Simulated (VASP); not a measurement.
Data:

```
FeSi
1.0
    4.32008     0.00000     0.00000
    0.00000     4.32008     0.00000
    0.00000     0.00000     4.32008
Fe Si
4 4
Direct
  0.86136   0.63864   0.36136
  0.36136   0.86136   0.63864
  0.13864   0.13864   0.13864
  0.63864   0.36136   0.86136
  0.15844   0.34156   0.65844
  0.65844   0.15844   0.34156
  0.84156   0.84156   0.84156
  0.34156   0.65844   0.15844
```

These are LDA (Ceperley-Alder, Perdew-Zunger), VASP's LDA PAW potentials (set 64) (plane waves; VASP) values and carry that method's errors. Numerical set-up: 500 eV cut-off, 5×5×5 Γ-centred mesh, Gaussian smearing of 0.050 eV, potentials Fe Si.

Question: What does the run give for the energy per atom (σ→0), pressure?

Answer: 
```
Quantity                        Value
---------------------  --------------
energy per atom (σ→0)  -8.308 eV/atom
pressure                    10.07 GPa
```

The absolute energy has meaning only against runs of the same code, potentials and settings.

The compound is FeSi in the B20 structure. It was relaxed first under an external pressure of 10 GPa. The run is not spin-polarised, so no magnetic state was tried.
